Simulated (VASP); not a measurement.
Calculation: PBE GGA + U (Dudarev), VASP's PBE PAW potentials (set 64) (plane waves; VASP).

VASP input:

File POSCAR:
```
CoAl
2.91720
  1.0000000000   0.0000000000   0.0000000000
  0.0000000000   1.0000000000   0.0000000000
  0.0000000000   0.0000000000   1.0000000000
Al Co
1 1
Cart
  0.5000000000   0.5000000000   0.5000000000
  0.0000000000   0.0000000000   0.0000000000
```

File KPOINTS:
```
Automatic mesh
0
Gamma
11 11 11
0 0 0
```

### INCAR
```
ALGO  =  Normal
EDIFF  =  1E-6
ENCUT  =  400
GGA  =  PE
ISIF  =  2
ISMEAR  =  1
LASPH  =  .TRUE.
LCHARG  =  .FALSE.
LDAU  =  .TRUE.
LDAUJ  =  0 0
LDAUL  =  -1 2
LDAUPRINT  =  1
LDAUTYPE  =  2
LDAUU  =  0 6.0
LMAXMIX  =  4
LORBIT  =  10
LREAL  =  .FALSE.
LWAVE  =  .FALSE.
NELM  =  100
PREC  =  Accurate
SIGMA  =  0.1
SYSTEM  =  CoAl
```

POTCAR, in this order: Al Co (PBE.64 set). Program: vasp_std.

What will the output report for the number of irreducible k-points (NKPTS), number of bands (NBANDS), largest plane-wave count, number of space-group operations, FFT grid (NGX, NGY, NGZ)?

- number of irreducible k-points (NKPTS): 56
- number of bands (NBANDS): 10
- largest plane-wave count: 462
- number of space-group operations: 48
- FFT grid (NGX, NGY, NGZ): 20 × 20 × 20

The compound is CoAl in the CsCl type structure. The cell was not relaxed at this level. The run is one of a series of settings (LDAU = .TRUE., LDAUJ = 0 0, LDAUL = -1 2, LDAUTYPE = 2, LDAUU = 0 6.0 against the base run), some of them coarse on purpose. The run is not spin-polarised, so no magnetic state was tried.
